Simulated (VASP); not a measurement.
HfTi3O8, 12 atoms in the cell. The typed cell holds 12 atoms: a = 4.765 Å, b = 4.818 Å, c = 4.935 Å, α = 90.00°, β = 99.56°, γ = 90.00°. The cell comes from a database or a generator and needn't be the stable form of this composition.

- Program: VASP 6.6.1
- Task: band structure
- Functional: PBEsol
- Potentials or basis: VASP PAW PBE potentials, release 64 (Ti_sv, Hf_pv, O)
- Cutoff: 520 eV
- k mesh: 5 × 5 × 5
- Occupations: gaussian, width 0.02 eV
- Spin: no spin polarisation
- Further INCAR settings: ALGO = Normal; EDIFF = 1e-06; NBANDS = 59

Potentials or basis: VASP PAW PBE potentials, release 64 (Ti_sv, Hf_pv, O).

Command:

```bash
$ cat potpaw_PBE.64/Ti_sv/POTCAR potpaw_PBE.64/Hf_pv/POTCAR potpaw_PBE.64/O/POTCAR > POTCAR
$ mpirun -np 1 vasp_std > vasp.out
```

Hardware: 1 thread of Intel(R) Xeon(R) Platinum 8559C (Emerald Rapids), on a shared host.

**Question.** Estimate the wall time of this run.

**Answer.** Run time: 9.9 min on 1 thread of Intel(R) Xeon(R) Platinum 8559C (Emerald Rapids), with other jobs on the host, peak memory 0.6 GiB. Counts: scf iterations 37, k points 63.
